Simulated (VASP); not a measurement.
Method: PBE GGA, VASP's PBE PAW potentials (set 64) (plane waves; VASP).

VASP input:

### INCAR
```
SYSTEM = FePt
PREC = Accurate
ENCUT = 480
EDIFF = 1E-7
NELM = 100
ALGO = Normal
LREAL = .FALSE.
LASPH = .TRUE.
ISMEAR = 1
SIGMA = 0.1
GGA = PE
LMAXMIX = 6
ISPIN = 2
MAGMOM = 2.9 0.3
LORBIT = 10
LWAVE = .FALSE.
LCHARG = .FALSE.
ISIF = 2
```

**KPOINTS**
```
Automatic mesh
0
Gamma
12 12 10
0 0 0
```

POSCAR:
```
FePt
1
    2.6733824891     0.0000000000     0.0000000000
    0.0000000000     2.6733824891     0.0000000000
    0.0000000000     0.0000000000     3.6819021564
Fe Pt
1 1
Direct
  0.0000000000   0.0000000000   0.0000000000
  0.5000000000   0.5000000000   0.5000000000
```

POTCAR, in this order: Fe Pt (PBE.64 set). Program: vasp_std.

Unless said otherwise, spin-orbit coupling is left out, though it shifts the bands of the heavy elements here.

Question: Estimate the energy per atom (σ→0), cell moment, pressure, band gap (on the k-mesh).

Answer: 
| Item | Value |
|---|---|
| energy per atom (σ→0) | -710.5 kJ/mol of atoms |
| cell moment | 3.17 μB |
| band gap (on the k-mesh) | none (metal, semimetal or under 0.01 eV) |
| pressure | 14.53 GPa |

**OSZICAR**
```
...
DAV:  11    -0.147284395850E+02    0.16380E-04   -0.65519E-03 14355   0.155E+00    0.313E-01
DAV:  12    -0.147285106756E+02   -0.71091E-04   -0.44496E-04 14309   0.350E-01    0.105E-01
DAV:  13    -0.147285284181E+02   -0.17743E-04   -0.12382E-04 13127   0.137E-01    0.372E-02
DAV:  14    -0.147285248799E+02    0.35382E-05   -0.13983E-05 13654   0.704E-02    0.113E-02
DAV:  15    -0.147285248894E+02   -0.94901E-08   -0.12320E-06 14086   0.194E-02    0.395E-03
DAV:  16    -0.147285249983E+02   -0.10888E-06   -0.23166E-07  8257   0.107E-02    0.268E-03
DAV:  17    -0.147285249526E+02    0.45690E-07   -0.51539E-08  5929   0.469E-03
   1 F= -.14728525E+02 E0= -.14728408E+02  d E =-.352090E-03  mag=     3.1745
```

The compound is FePt in the L1_0 structure. This cell was strained or had an atom moved on purpose.
